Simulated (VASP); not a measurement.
The system is Cs2AgBiBr6.

```
Cs Ag Bi Br
1.0
     0.00000    5.61610    5.61610
     5.61610    0.00000    5.61610
     5.61610    5.61610    0.00000
Cs Ag Bi Br
2 1 1 6
Direct
  0.25000 0.25000 0.25000
  0.75000 0.75000 0.75000
  0.50000 0.50000 0.50000
  0.00000 0.00000 0.00000
  0.25055 0.74945 0.25055
  0.25055 0.74945 0.74945
  0.74945 0.25055 0.74945
  0.74945 0.25055 0.25055
  0.25055 0.25055 0.74945
  0.74945 0.74945 0.25055
```

- Program: VASP 6.6.1
- Task: relaxation of cell and atoms
- Functional: PBE
- Potentials or basis: VASP PAW PBE potentials, release 64 (Cs_sv, Ag, Bi, Br)
- Cutoff: 300 eV
- k mesh: 2 × 2 × 2
- Occupations: gaussian, width 0.03 eV
- Spin: no spin polarisation

At the start: pressure 2.1 GPa; volume 35.43 Å³/atom.

Q: Where does the relaxation end?

A: Over 6 steps the energy falls by 16.4 meV/atom and the volume is 38.15 Å³/atom (+7.7 %); space group Fm-3m (No. 225, to 0.05 Å).

Step by step:
| step | energy change (eV) | largest force (eV/Å) | pressure (GPa) | volume (Å³) |
| --- | --- | --- | --- | --- |
| 1 | 0.0000 | 0.2253 | 2.07 | 354.27 |
| 2 | -0.1595 | 0.0844 | 0.12 | 378.31 |
| 3 | -0.1599 | 0.0979 | 0.04 | 379.57 |
| 4 | -0.1598 | 0.0923 | 0.07 | 379.05 |
| 5 | -0.1622 | 0.0620 | 0.06 | 379.80 |
| 6 | -0.1644 | 0.0047 | 0.03 | 381.46 |

Final structure:
```
Cs Ag Bi Br
1.0
     0.00000    5.75625    5.75625
     5.75625    0.00000    5.75625
     5.75625    5.75625    0.00000
Cs Ag Bi Br
2 1 1 6
Direct
  0.25000 0.25000 0.25000
  0.75000 0.75000 0.75000
  0.50000 0.50000 0.50000
  0.00000 0.00000 0.00000
  0.25027 0.74973 0.25027
  0.25027 0.74973 0.74973
  0.74973 0.25027 0.74973
  0.74973 0.25027 0.25027
  0.25027 0.25027 0.74973
  0.74973 0.74973 0.25027
```

Caveat: the k mesh is coarse (spacing up to 0.48 Å⁻¹), so the values aren't converged; the cutoff is under 1.25 times the usual one of these potentials, so pressure, stress and relaxed cells hold a basis-set (Pulay) error.
